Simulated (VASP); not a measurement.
Computed with r2SCAN meta-GGA, VASP's PBE PAW potentials (set 64) (plane waves; VASP 6.6.1).

A VASP calculation is set up with these files.

### POSCAR
```
Te
11.5921820
  0.1949019178  -0.3444693838   0.0000000000
  0.1949019178   0.3444693838   0.0000000000
  0.0000000000   0.0000000000   0.5000000208
Te
3
Direct
  0.0000000000   0.2544466477   0.6666670000
  0.7455533523   0.7455533523   0.0000000000
  0.2544466477   0.0000000000   0.3333330000
```

### INCAR
```
SYSTEM = Te
PREC = Accurate
ENCUT = 480
EDIFF = 1E-7
NELM = 100
ALGO = Normal
LREAL = .FALSE.
LASPH = .TRUE.
ISMEAR = 0
SIGMA = 0.05
METAGGA = R2SCAN
LMIXTAU = .TRUE.
LMAXMIX = 4
LWAVE = .FALSE.
LCHARG = .FALSE.
ISIF = 2
```

File KPOINTS:
```
Automatic mesh
0
Gamma
6 6 4
0 0 0
```

POTCAR, in this order: Te (PBE.64 set). Program: vasp_std.

The resulting files:

### OUTCAR
```
 ion  position               nearest neighbor table
   1  0.000  0.254  0.667-   2 2.78   3 2.80   2 3.55   3 3.56   3 3.56   2 3.59
   2  0.746  0.746  0.000-   3 2.78   1 2.78   3 3.55   1 3.55   1 3.59   3 3.59
   3  0.254  0.000  0.333-   2 2.78   1 2.80   2 3.55   1 3.56   1 3.56   2 3.59
  LATTYP: Found a base centered orthorhombic cell.
 ALAT       =     4.5186770066
 B/A-ratio  =     1.7673986367
 C/A-ratio  =     1.2826965132
 Subroutine PRICEL returns:
 Original cell was already a primitive cell.
 Subroutine GETGRP returns: Found  2 space group operations
The static configuration has the point symmetry C_2 .
The dynamic configuration has the point symmetry C_2 .
 Subroutine INISYM returns: Found  2 space group operations
 Subroutine IBZKPT returns following result:
 Found     47 irreducible k-points:

 Following reciprocal coordinates:
            Coordinates               Weight
  0.000000  0.000000  0.000000      1.000000
  0.166667 -0.000000  0.000000      4.000000
  0.333333 -0.000000  0.000000      4.000000
  0.500000  0.000000  0.000000      2.000000
  0.166667  0.166667  0.000000      2.000000
  0.333333  0.166667  0.000000      4.000000
  0.500000  0.166667  0.000000      4.000000
 -0.333333  0.166667  0.000000      4.000000
 -0.166667  0.166667  0.000000      2.000000
  0.333333  0.333333  0.000000      2.000000
  0.500000  0.333333  0.000000      4.000000
 -0.333333  0.333333  0.000000      2.000000
  0.500000  0.500000  0.000000      1.000000
  0.000000  0.000000  0.250000      2.000000
  0.166667 -0.000000  0.250000      4.000000
 -0.166667  0.000000  0.250000      4.000000
  0.333333 -0.000000  0.250000      4.000000
 -0.333333  0.000000  0.250000      4.000000
  0.500000  0.000000  0.250000      4.000000
  0.166667  0.166667  0.250000      4.000000
  0.333333  0.166667  0.250000      4.000000
...
```

OSZICAR:
```
       N       E                     dE             d eps       ncg     rms          rms(c)
DAV:   1     0.743532566708E+01    0.74353E+01   -0.63552E+03  1222   0.106E+03
DAV:   2    -0.739216856827E+02   -0.81357E+02   -0.77995E+02  1610   0.156E+02
DAV:   3    -0.791582895299E+02   -0.52366E+01   -0.51986E+01  1507   0.451E+01
DAV:   4    -0.792423223514E+02   -0.84033E-01   -0.83982E-01  1445   0.695E+00
DAV:   5    -0.792441822428E+02   -0.18599E-02   -0.18599E-02  1529   0.103E+00    0.105E+01
DAV:   6    -0.769178540376E+02    0.23263E+01   -0.25738E-01  1227   0.485E+00    0.790E+00
DAV:   7    -0.748866572939E+02    0.20312E+01   -0.12197E+00  1237   0.715E+00    0.527E+00
DAV:   8    -0.761557871887E+02   -0.12691E+01   -0.60057E-01  1222   0.605E+00    0.410E-01
DAV:   9    -0.760420738873E+02    0.11371E+00   -0.10095E-01  1222   0.286E+00    0.224E-01
DAV:  10    -0.762070838526E+02   -0.16501E+00   -0.48696E-02  1232   0.194E+00    0.304E-01
DAV:  11    -0.762039108051E+02    0.31730E-02   -0.12233E-03  1437   0.359E-01    0.297E-01
DAV:  12    -0.762000565246E+02    0.38543E-02   -0.36404E-04  1242   0.225E-01    0.171E-01
DAV:  13    -0.762095528873E+02   -0.94964E-02   -0.12734E-02  1222   0.118E+00    0.920E-02
DAV:  14    -0.762101037647E+02   -0.55088E-03   -0.25324E-04  1357   0.117E-01    0.598E-02
DAV:  15    -0.762101096384E+02   -0.58737E-05   -0.53946E-06  1803   0.188E-02    0.610E-02
DAV:  16    -0.762101267654E+02   -0.17127E-04   -0.58096E-07  1337   0.821E-03    0.638E-02
DAV:  17    -0.762101852600E+02   -0.58495E-04   -0.10758E-06  1237   0.105E-02    0.606E-02
DAV:  18    -0.762105761546E+02   -0.39089E-03   -0.25391E-04  1232   0.152E-01    0.243E-01
DAV:  19    -0.762108789067E+02   -0.30275E-03   -0.70579E-05  1232   0.796E-02    0.910E-02
DAV:  20    -0.762109167089E+02   -0.37802E-04   -0.23053E-05  1232   0.575E-02    0.339E-02
DAV:  21    -0.762109137077E+02    0.30012E-05   -0.11361E-06  1462   0.105E-02    0.250E-02
DAV:  22    -0.762109094267E+02    0.42810E-05   -0.26661E-06  1232   0.198E-02    0.100E-02
DAV:  23    -0.762109133679E+02   -0.39411E-05   -0.78821E-06  1232   0.338E-02    0.119E-02
DAV:  24    -0.762109152360E+02   -0.18681E-05   -0.15848E-06  1232   0.156E-02    0.884E-03
DAV:  25    -0.762109152148E+02    0.21234E-07   -0.41799E-07  1232   0.906E-03
   1 F= -.76210915E+02 E0= -.76210915E+02  d E =-.206767E-13
```

**OUTCAR**
```
------------------------ aborting loop because EDIFF is reached ----------------------------------------
  FORCE on cell =-STRESS in cart. coord.  units (eV):
  Direction    XX          YY          ZZ          XY          YZ          ZX
  --------------------------------------------------------------------------------------
  Total        1.3854602      0.9129332      1.9365932      0.0000000     -0.3360791      0.0000000
  in kB       21.2247362     13.9857976     29.6678898      0.0000000     -5.1486072      0.0000000
  external PRESSURE =      21.6261412 kB  Pullay stress =       0.0000000 kB
  volume of cell :      104.58
      direct lattice vectors                 reciprocal lattice vectors
     2.259338503 -3.993151791  0.000000000     0.221303713 -0.125214374  0.000000000
     2.259338503  3.993151791  0.000000000     0.221303713  0.125214374  0.000000000
     0.000000000  0.000000000  5.796091241     0.000000000  0.000000000  0.172530065
 POSITION                                       TOTAL-FORCE (eV/Angst)
 -----------------------------------------------------------------------------------
      0.57488      1.01604      3.86406         0.183686      0.209653     -0.070814
      3.36891      0.00000      0.00000        -0.367372      0.000000      0.000000
      0.57488     -1.01604      1.93203         0.183686     -0.209653      0.070814
 -----------------------------------------------------------------------------------
    total drift:                               -0.000104      0.000000      0.000000
  FREE ENERGIE OF THE ION-ELECTRON SYSTEM (eV)
  ---------------------------------------------------
  free  energy   TOTEN  =       -76.2109152148 eV

  energy  without entropy=      -76.2109152148  energy(sigma->0) =      -76.21091521
```
(Selected blocks of OUTCAR.)

The compound is Te in the trig structure. This cell was strained or had an atom moved on purpose.
